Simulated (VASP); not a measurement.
Input:

```xyz
4
Lattice="3.2642 -2.0575 0.0000 3.2642 2.0575 0.0000 0.0000 0.0000 8.4024" Properties=species:S:1:pos:R:3 pbc="T T T"
Cl     3.2642    -1.5862     5.0814
Cl     3.2642     1.5862     3.3210
Cl     3.2642    -0.4712     0.8802
Cl     3.2642     0.4712     7.5222
```

Computed with PBE GGA, VASP's PBE PAW potentials (set 64) (plane waves; VASP 6.6.1). Numerical set-up: 300 eV cut-off, 9×9×4 Γ-centred mesh, Fermi-Dirac smearing of 0.020 eV, potentials Cl.

At this cut-off the stress carries a Pulay error, which pulls relaxed volumes low.

**Question.** Give the force on each atom (eV/Å).

**Answer.** 
```
atom     Fx      Fy      Fz
----  -----  ------  ------
Cl1   0.000   0.119   0.254
Cl2   0.000  -0.119  -0.254
Cl3   0.000  -0.119   0.254
Cl4   0.000   0.119  -0.254
```

**Question.** Give the stress tensor in GPa (positive for a compressed cell).

**Answer.** 
```
0.61  0.00  0.00
0.00  0.72  0.00
0.00  0.00  1.21
```
The pressure is its mean diagonal, 0.85 GPa.

The structure comes from a computed database's Cl2 entry; how it stands against other phases isn't given here. The cell was not relaxed at this level.
